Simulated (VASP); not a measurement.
Consider the following.

Space group Pm-3m (No. 221); a = b = c = 2.9815 Å, α = β = γ = 90.00°

| atom | site | symmetry | x | y | z |
|---|---|---|---|---|---|
| Al | 1b | m-3m | 0.5000 | 0.5000 | 0.5000 |
| Ru | 1a | m-3m | 0.0000 | 0.0000 | 0.0000 |

These are MS2 meta-GGA, VASP's PBE PAW potentials (set 64) (plane waves; VASP 6.6.1) values and carry that method's errors. Numerical set-up: 520 eV cut-off, 12×12×12 Γ-centred mesh, first-order Methfessel-Paxton smearing of 0.10 eV, potentials Al Ru_pv.

Give the energy at these volumes per atom, relative to the lowest: 12.47, 12.87, 13.27, 13.67, 14.07 Å³.

35.0, 7.9, 0.0, 8.5, 30.8 meV/atom. A third-order Birch-Murnaghan fit gives B0 = 220 GPa and B0′ = 4.4.

The compound is RuAl in the CsCl type structure. It was relaxed first.
